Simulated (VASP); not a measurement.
Here is the system:

```
CELL_PARAMETERS angstrom
     -3.22716     3.22716     2.57442
      3.22716    -3.22716     2.57442
      3.22716     3.22716    -2.57442
ATOMIC_POSITIONS crystal
  Sc 0.00000 0.00000 0.00000
  V  0.75000 0.25000 0.50000
  V  0.25000 0.75000 0.50000
  Ga 0.30087 0.30087 0.60174
  Ga 0.69913 0.69913 0.39826
  Ga 0.30087 0.69913 0.00000
  Ga 0.69913 0.30087 0.00000
```

These are LDA (Ceperley-Alder, Perdew-Zunger), VASP's LDA PAW potentials (set 64) (plane waves; VASP 6.6.1) values and carry that method's errors. Settings: 300 eV cut-off, 5×5×5 Γ-centred mesh, Gaussian smearing of 0.050 eV, potentials Sc_sv V_sv Ga_d.

### Question
Give the energies of bands 38 to 51 at the high-symmetry points, in eV from the Fermi level.

### Answer

```
band      Γ      X      M      Z      P      N
----  -----  -----  -----  -----  -----  -----
38    -2.32  -2.56  -3.21  -2.75  -1.72  -3.04
39    -2.32  -2.34  -2.21  -2.18  -1.72  -2.13
40    -1.91  -2.25  -2.21  -2.18  -1.69  -1.54
41    -1.91  -1.94  -1.60  -2.06  -1.15  -1.28
42    -1.51  -1.14  -0.95  -0.75  -0.67  -0.49
43    -1.24  -1.09  -0.69  -0.57  -0.67  -0.48
44    -0.42  -0.94  -0.67   0.34  -0.47  -0.08
45    -0.38  -0.16   0.71   0.53   0.14   0.42
46     0.72   0.69   0.95   0.91   0.14   0.73
47     0.99   1.25   1.04   0.91   0.50   0.83
48     1.70   1.87   1.04   1.00   1.62   1.22
49     1.97   1.99   1.85   1.61   2.01   1.31
50     1.97   2.29   1.85   1.61   2.14   1.77
51     2.55   2.74   2.74   2.54   2.14   2.04
```

It has no gap at this level: it comes out as a metal or semimetal.

The structure comes from a computed database's Ga4ScV2 entry (I4/mmm); how it stands against other phases isn't given here. The cell was not relaxed at this level. The k-mesh is coarse (spacing up to 0.31 per Å, 2π included), so the numbers may not be converged in it. The run is not spin-polarised, so no magnetic state was tried. The electron count is odd and the run is not spin-polarised, which forces a metal.
